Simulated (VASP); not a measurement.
Output of a VASP run:

**OUTCAR**
```
 ion  position               nearest neighbor table
   1  0.000  0.000  0.000-   2 2.72   2 2.72   2 2.72   2 2.72
   2  0.250  0.250  0.250-   1 2.72   1 2.72   1 2.72   1 2.72
  LATTYP: Found a face centered cubic cell.
 ALAT       =     6.2727412936
 Subroutine PRICEL returns:
 Original cell was already a primitive cell.
 Subroutine GETGRP returns: Found 24 space group operations
The static configuration has the point symmetry T_d .
The dynamic configuration has the point symmetry T_d .
 Subroutine INISYM returns: Found 24 space group operations
 Subroutine IBZKPT returns following result:
 Found     47 irreducible k-points:

 Following reciprocal coordinates:
            Coordinates               Weight
  0.000000  0.000000  0.000000      1.000000
  0.100000  0.000000  0.000000      8.000000
  0.200000  0.000000  0.000000      8.000000
  0.300000  0.000000  0.000000      8.000000
  0.400000  0.000000  0.000000      8.000000
  0.500000  0.000000  0.000000      4.000000
  0.100000  0.100000  0.000000      6.000000
  0.200000  0.100000  0.000000     24.000000
  0.300000  0.100000  0.000000     24.000000
  0.400000  0.100000  0.000000     24.000000
  0.500000  0.100000  0.000000     24.000000
 -0.400000  0.100000  0.000000     24.000000
 -0.300000  0.100000  0.000000     24.000000
 -0.200000  0.100000  0.000000     24.000000
 -0.100000  0.100000  0.000000     12.000000
  0.200000  0.200000  0.000000      6.000000
  0.300000  0.200000  0.000000     24.000000
  0.400000  0.200000  0.000000     24.000000
  0.500000  0.200000  0.000000     24.000000
 -0.400000  0.200000  0.000000     24.000000
 -0.300000  0.200000  0.000000     24.000000
 -0.200000  0.200000  0.000000     12.000000
  0.300000  0.300000  0.000000      6.000000
  0.400000  0.300000  0.000000     24.000000
  0.500000  0.300000  0.000000     24.000000
 -0.400000  0.300000  0.000000     24.000000
 -0.300000  0.300000  0.000000     12.000000
  0.400000  0.400000  0.000000      6.000000
  0.500000  0.400000  0.000000     24.000000
 -0.400000  0.400000  0.000000     12.000000
  0.500000  0.500000  0.000000      3.000000
  0.300000  0.200000  0.100000     24.000000
  0.400000  0.200000  0.100000     48.000000
  0.500000  0.200000  0.100000     48.000000
 -0.400000  0.200000  0.100000     24.000000
  0.400000  0.300000  0.100000     24.000000
  0.500000  0.300000  0.100000     48.000000
 -0.400000  0.300000  0.100000     48.000000
 -0.300000  0.300000  0.100000     48.000000
 -0.200000  0.300000  0.100000     24.000000
   k-points           NKPTS =     47   k-points in BZ     NKDIM =     47   number of bands    NBANDS=     13
   number of dos      NEDOS =    301   number of ions     NIONS =      2
   total plane-waves  NPLWV =  46656
   dimension x,y,z NGX =    36 NGY =   36 NGZ =   36
   dimension x,y,z NGXF=    72 NGYF=   72 NGZF=   72
   ions per type =               1   1
   PREC   = accura    normal or accurate (medium, high low for compatibility)
   ISTART =      0    job   : 0-new  1-cont  2-samecut
   ICHARG =      2    charge: 1-file 2-atom 10-const
   ISPIN  =      1    spin polarized calculation?
   LNONCOLLINEAR =      F non collinear calculations
   LSORBIT =      F    spin-orbit coupling
   INIWAV =      1    electr: 0-lowe 1-rand  2-diag
   ENCUT  =  520.0 eV  38.22 Ry    6.18 a.u.   8.25  8.25  8.25*2*pi/ulx,y,z
   NELM   =    100;   NELMIN=  2; NELMDL= -5     # of ELM steps
   EDIFF  = 0.1E-06   stopping-criterion for ELM
   LREAL  =      F    real-space projection
   NLSPLINE    = F    spline interpolate recip. space projectors
   LMAXMIX     =    4 max onsite mixed and CHGCAR
   VOSKOWN=      0    Vosko Wilk Nusair interpolation
   EDIFFG = 0.1E-05   stopping-criterion for IOM
   NSW    =      0    number of steps for IOM
   NBLOCK =      1;   KBLOCK =      1    inner block; outer block
   IBRION =     -1    ionic relax: 0-MD 1-quasi-New 2-CG
...
```

File OSZICAR:
```
       N       E                     dE             d eps       ncg     rms          rms(c)
DAV:   1     0.116903767539E+03    0.11690E+03   -0.82798E+03  1222   0.141E+03
DAV:   2     0.476047993179E+01   -0.11214E+03   -0.10897E+03  1297   0.322E+02
DAV:   3    -0.352755754695E+01   -0.82880E+01   -0.82126E+01  1587   0.905E+01
DAV:   4    -0.375373940122E+01   -0.22618E+00   -0.22600E+00  1461   0.171E+01
DAV:   5    -0.376318926492E+01   -0.94499E-02   -0.94493E-02  1707   0.304E+00    0.350E+00
DAV:   6    -0.352340928634E+01    0.23978E+00   -0.46800E-01  1817   0.115E+01    0.192E+00
DAV:   7    -0.350542038184E+01    0.17989E-01   -0.11132E-01  1620   0.288E+00    0.630E-01
DAV:   8    -0.350485602033E+01    0.56436E-03   -0.93279E-03  1467   0.136E+00    0.157E-01
DAV:   9    -0.350506325828E+01   -0.20724E-03   -0.93496E-04  1420   0.424E-01    0.100E-01
DAV:  10    -0.350509682530E+01   -0.33567E-04   -0.10204E-04  1867   0.121E-01    0.629E-02
DAV:  11    -0.350510624972E+01   -0.94244E-05   -0.47378E-05  1282   0.964E-02    0.485E-02
DAV:  12    -0.350510693479E+01   -0.68508E-06   -0.74719E-06  1272   0.224E-02    0.877E-03
DAV:  13    -0.350510696364E+01   -0.28847E-07   -0.89664E-07  1527   0.563E-03
   1 F= -.35051070E+01 E0= -.35051815E+01  d E =0.223459E-03
```

### OUTCAR
```
------------------------ aborting loop because EDIFF is reached ----------------------------------------
  FORCE on cell =-STRESS in cart. coord.  units (eV):
  Direction    XX          YY          ZZ          XY          YZ          ZX
  --------------------------------------------------------------------------------------
  Total       -0.9956936     -0.9956936     -0.9956936      0.0000000      0.0000000     -0.0000000
  in kB      -25.8537861    -25.8537861    -25.8537861      0.0000000      0.0000000     -0.0000000
  external PRESSURE =     -25.8537861 kB  Pullay stress =       0.0000000 kB
  volume of cell :       61.70
      direct lattice vectors                 reciprocal lattice vectors
     0.000000000  3.136370647  3.136370647    -0.159419934  0.159419934  0.159419934
     3.136370647  0.000000000  3.136370647     0.159419934 -0.159419934  0.159419934
     3.136370647  3.136370647  0.000000000     0.159419934  0.159419934 -0.159419934
  FREE ENERGIE OF THE ION-ELECTRON SYSTEM (eV)
  ---------------------------------------------------
  free  energy   TOTEN  =        -3.5051069636 eV

  energy  without entropy=       -3.5053304229  energy(sigma->0) =       -3.50518145
```
(Selected blocks of OUTCAR.)

**POSCAR**
```
InAs
1
    0.0000000000     3.1363706468     3.1363706468
    3.1363706468     0.0000000000     3.1363706468
    3.1363706468     3.1363706468     0.0000000000
In As
1 1
Direct
  0.0000000000   0.0000000000   0.0000000000
  0.2500000000   0.2500000000   0.2500000000
```

### Question
Reconstruct the remaining input files.

### Answer
Several could match; the one computed here: the input of the run itself, rev-vdW-DF2, plane waves, VASP's PBE PAW potentials (set 64).

**INCAR**
```
# general
SYSTEM   = InAs
PREC     = Accurate
ENCUT    = 520   # plane-wave cut-off (eV)
LREAL    = F
LASPH    = T

# electronic loop
EDIFF    = 1E-7   # SCF stop (eV)
NELM     = 100   # most electronic steps
ALGO     = Normal
LMAXMIX  = 4

# smearing
ISMEAR   = 1   # Methfessel-Paxton
SIGMA    = 0.1

# functional
GGA      = MK
LUSE_VDW = T
AGGAC    = 0.0
PARAM1   = 0.1234568
PARAM2   = 0.7114
ZAB_VDW  = -1.8867

# ions
ISIF     = 2

# output
LWAVE    = F
LCHARG   = F
```

**KPOINTS**
```
Regular mesh
0
Gamma
  10 10 10
```

POTCAR, in this order: In_d As (PBE.64 set). Program: vasp_std.

The compound is InAs in the zinc blende structure. This cell is one point of a volume scan, at 1.06 of the reference volume.
